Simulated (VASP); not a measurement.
Calculation: r2SCAN meta-GGA, VASP's PBE PAW potentials (set 64) (plane waves; VASP 6.6.1).

The input files of a VASP run:

**POSCAR**
```
As
1
    3.0857957814    -1.7701034563    -0.1171160968
    3.0857957814     1.7701034563    -0.1171160968
    2.1815885767     0.0000000000     2.8124232992
As
2
Direct
  0.2476874224   0.2476874224   0.2476874427
  0.7523125776   0.7523125776   0.7523125573
```

**INCAR**
```
! general
SYSTEM  = As
PREC    = Accurate
ENCUT   = 500
LREAL   = F
LASPH   = T

! electronic loop
EDIFF   = 1E-6
NELM    = 100
ALGO    = Normal
LMAXMIX = 4
LMIXTAU = T

! smearing
ISMEAR  = 1
SIGMA   = 0.1

! functional
METAGGA = R2SCAN

! ions
IBRION  = 2
NSW     = 40
ISIF    = 3
EDIFFG  = -0.02
PSTRESS = 300

! output
LWAVE   = F
LCHARG  = F
```

### KPOINTS
```
Regular mesh
0
gamma
  13 13 13
```

POTCAR, in this order: As (PBE.64 set). Program: vasp_std.

### Question
What will the output report for the number of irreducible k-points (NKPTS), largest plane-wave count, number of space-group operations, FFT grid (NGX, NGY, NGZ)?

### Answer

number of irreducible k-points (NKPTS): 231
largest plane-wave count: 833
number of space-group operations: 12
FFT grid (NGX, NGY, NGZ): 28 × 28 × 28

The compound is As in the a7 structure. This run relaxes it under an external pressure of 30 GPa. Symmetry was kept, so distortions that lower it aren't found.
